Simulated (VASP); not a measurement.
A run of VASP 6.6.1:

Contents of POSCAR:

```
Al3BiO3                                 
1.0
    3.7226533266      2.1492749026      2.2009886406
   -3.7226533266      2.1492749026      2.2009886406
    0.0000000000     -4.2985498053      2.2009886406
  Al              Bi              O             
     3     1     3
Direct
     0.4628094278735497    0.0229740178607133    0.4628094278735497
     0.0229740178607133    0.4628094278735497    0.4628094278735497
     0.4628094278735497    0.4628094278735497    0.0229740178607133
     0.8694243268199181    0.8694243268199181    0.8694243268199181
     0.2681991067559903    0.2681991067559903    0.6460387260602980
     0.2681991067559903    0.6460387260602980    0.2681991067559903
     0.6460387260602980    0.2681991067559903    0.2681991067559903
```

Contents of INCAR.step1:

```
PREC = Accurate ; ENCUT = 520
EDIFF = 1E-6 ; ISMEAR = 0
SIGMA = 0.03 ; LREAL = F
LASPH = T ; NELM = 100
ALGO = Fast ; ISIF = 2
LWAVE = F ; LCHARG = T
GGA = PE ; KPAR = 4
```

File KPOINTS.step1:

```
regular mesh
0
Gamma
  6 6 6
```

INCAR.step2

```
PREC = Accurate ; ENCUT = 520
EDIFF = 1E-6 ; ISMEAR = -5
SIGMA = 0.03 ; LREAL = F
LASPH = T ; NELM = 100
ALGO = Fast ; ISIF = 2
LWAVE = F ; LCHARG = F
GGA = PE ; LORBIT = 11
KPAR = 4 ; NEDOS = 2001
ICHARG = 11
```

The input KPOINTS.step2:

```
regular mesh
0
Gamma
  9 9 9
```

Potentials or basis: VASP PAW PBE potentials, release 64 (Al, Bi_d, O).

Run with:

```sh
$ cat potpaw_PBE.64/Al/POTCAR potpaw_PBE.64/Bi_d/POTCAR potpaw_PBE.64/O/POTCAR > POTCAR
$ cp INCAR.step1 INCAR
$ cp KPOINTS.step1 KPOINTS
$ mpirun -np 4 vasp_std > vasp.out
$ cp INCAR.step2 INCAR
$ cp KPOINTS.step2 KPOINTS
$ mpirun -np 4 vasp_std > vasp.out
```

Hardware: 4 MPI ranks on Intel(R) Xeon(R) Platinum 8259CL CPU @ 2.50GHz (Skylake/Cascade Lake), on a shared host.

How long does it take, and how much memory?

Wall time 87 s on 4 MPI ranks on Intel(R) Xeon(R) Platinum 8259CL CPU @ 2.50GHz (Skylake/Cascade Lake), on a shared host, peak memory 0.34 GiB a rank. Counts: scf iterations 11, k points 85.
